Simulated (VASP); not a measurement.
Method: LDA (Ceperley-Alder, Perdew-Zunger) with spin-orbit coupling, VASP's LDA PAW potentials (set 64) (plane waves; VASP).

VASP input:

**KPOINTS**
```
kpoints
0
G
  14 14 14
```

### KPOINTS_OPT
```
k-points along high-symmetry lines
5
Line-mode
Reciprocal
  0.000000   0.000000   0.000000 ! GAMMA
 -0.000000   0.000000   0.500000 ! X

 -0.000000   0.000000   0.500000 ! X
  0.250000   0.250000   0.250000 ! P

  0.250000   0.250000   0.250000 ! P
  0.000000   0.500000  -0.000000 ! N

  0.000000   0.500000  -0.000000 ! N
  0.000000   0.000000   0.000000 ! GAMMA

  0.000000   0.000000   0.000000 ! GAMMA
  0.500000   0.500000  -0.500000 ! M

  0.500000   0.500000  -0.500000 ! M
  0.357770   0.642230  -0.357770 ! S

 -0.357770   0.357770   0.357770 ! S_0
  0.000000   0.000000   0.000000 ! GAMMA

 -0.000000   0.000000   0.500000 ! X
 -0.215539   0.215539   0.500000 ! R

  0.500000   0.500000  -0.215539 ! G
  0.500000   0.500000  -0.500000 ! M
```

### POSCAR
```
In
1.0
 -1.5957060402   1.5957060402   2.4135183327
  1.5957060402  -1.5957060402   2.4135183327
  1.5957060402   1.5957060402  -2.4135183327
In
1
Cart
  1.5957060402   1.5957060402  -2.4135183327
```

INCAR:
```
ALGO = Normal
EDIFF = 1E-6
ENCUT = 400
GGA_COMPAT = .FALSE.
ISMEAR = 0
LASPH = .TRUE.
LCHARG = .FALSE.
LMAXMIX = 4
LREAL = .FALSE.
LSORBIT = .TRUE.
LWAVE = .FALSE.
MAGMOM = 3*0
NELM = 100
PREC = Accurate
SIGMA = 0.05
SYSTEM = In
```

POTCAR, in this order: In_d (LDA.64 set). Program: vasp_ncl.

What VASP printed:

File OSZICAR:
```
       N       E                     dE             d eps       ncg     rms          rms(c)
DAV:   1     0.986148584921E+02    0.98615E+02   -0.55185E+03  9840   0.154E+03
DAV:   2     0.404241802174E+01   -0.94572E+02   -0.92845E+02  9912   0.347E+02
DAV:   3    -0.307551710050E+01   -0.71179E+01   -0.70718E+01 11372   0.115E+02
DAV:   4    -0.328451452111E+01   -0.20900E+00   -0.20889E+00 12204   0.204E+01
DAV:   5    -0.329609371062E+01   -0.11579E-01   -0.11578E-01 13776   0.375E+00    0.278E+00
DAV:   6    -0.326472495543E+01    0.31369E-01   -0.50962E-02 13240   0.539E+00    0.131E+00
DAV:   7    -0.325745783335E+01    0.72671E-02   -0.13002E-02 13196   0.236E+00    0.450E-01
DAV:   8    -0.325687452675E+01    0.58331E-03   -0.46559E-04 11416   0.329E-01    0.194E-01
DAV:   9    -0.325661743094E+01    0.25710E-03   -0.18256E-04 11444   0.315E-01    0.207E-02
DAV:  10    -0.325661806354E+01   -0.63260E-06   -0.40567E-06 12004   0.295E-02
   1 F= -.32566181E+01 E0= -.32563802E+01  d E =-.475754E-03  mag=    -0.0000    -0.0000     0.0000
       N       E                     dE             ncg
```

OUTCAR:
```
------------------------ aborting loop because EDIFF is reached ----------------------------------------
  FORCE on cell =-STRESS in cart. coord.  units (eV):
  Direction    XX          YY          ZZ          XY          YZ          ZX
  --------------------------------------------------------------------------------------
  Total       -0.0517673     -0.0517673      0.0868958      0.0000000      0.0000000      0.0000000
  in kB       -3.3740331     -3.3740331      5.6636081      0.0000000      0.0000000      0.0000000
  external PRESSURE =      -0.3614860 kB  Pullay stress =       0.0000000 kB
  volume of cell :       24.58
      direct lattice vectors                 reciprocal lattice vectors
    -1.595706040  1.595706040  2.413518333     0.000000000  0.313340921  0.207166440
     1.595706040 -1.595706040  2.413518333     0.313340921  0.000000000  0.207166440
     1.595706040  1.595706040 -2.413518333     0.313340921  0.313340921  0.000000000
 POSITION                                       TOTAL-FORCE (eV/Angst)
 -----------------------------------------------------------------------------------
      0.00000      0.00000      0.00000         0.000000     -0.000000      0.000000
 -----------------------------------------------------------------------------------
    total drift:                                0.000000      0.000000      0.000000
  FREE ENERGIE OF THE ION-ELECTRON SYSTEM (eV)
  ---------------------------------------------------
  free  energy   TOTEN  =        -3.2566180635 eV

  energy  without entropy=       -3.2561423092  energy(sigma->0) =       -3.25638019

 Ion:    1  E_soc:     -0.0749954
```
(Selected blocks of OUTCAR.)

The compound is In in the bct structure. It was relaxed first, which changed the volume by -6 %.
